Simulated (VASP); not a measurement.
All values below come from PBEsol GGA, VASP's PBE PAW potentials (set 64) (plane waves; VASP).

VASP ran on this input.

### INCAR
```
! general
SYSTEM  = Co
PREC    = Accurate
ENCUT   = 520   ! plane-wave cut-off (eV)
LREAL   = .FALSE.
LASPH   = .TRUE.   ! aspherical one-centre terms

! electronic loop
EDIFF   = 1E-6   ! SCF stop (eV)
NELM    = 100
ALGO    = Normal   ! blocked Davidson
LMAXMIX = 4

! smearing
ISMEAR  = 1   ! Methfessel-Paxton
SIGMA   = 0.1   ! width (eV)

! functional
GGA     = PS

! spin
ISPIN   = 2
MAGMOM  = 1.8 1.8

! ions
IBRION  = 2
NSW     = 60
ISIF    = 3   ! ions, shape and volume
EDIFFG  = -0.01   ! ionic stop

! output
LWAVE   = .FALSE.
LCHARG  = .FALSE.
LORBIT  = 10
```

### KPOINTS
```
kpoints
0
gamma
  15 15 8
```

### POSCAR
```
Co
1
    1.2550000000    -2.1737240000     0.0000000000
    1.2550000000     2.1737240000     0.0000000000
    0.0000000000     0.0000000000     4.0700000000
Co
2
Direct
  0.3333330000   0.6666670000   0.2500000000
  0.6666670000   0.3333330000   0.7500000000
```

POTCAR, in this order: Co (PBE.64 set). Program: vasp_std.

Task: What will the output report for the number of irreducible k-points (NKPTS), largest plane-wave count, number of space-group operations, FFT grid (NGX, NGY, NGZ)?

Result: 
The number of irreducible k-points (NKPTS) is 135. The largest plane-wave count is 612. The number of space-group operations is 24. The FFT grid (NGX, NGY, NGZ) is 20 × 20 × 30.

The compound is Co in the hcp structure. This run relaxes it. Symmetry was kept, so distortions that lower it aren't found.
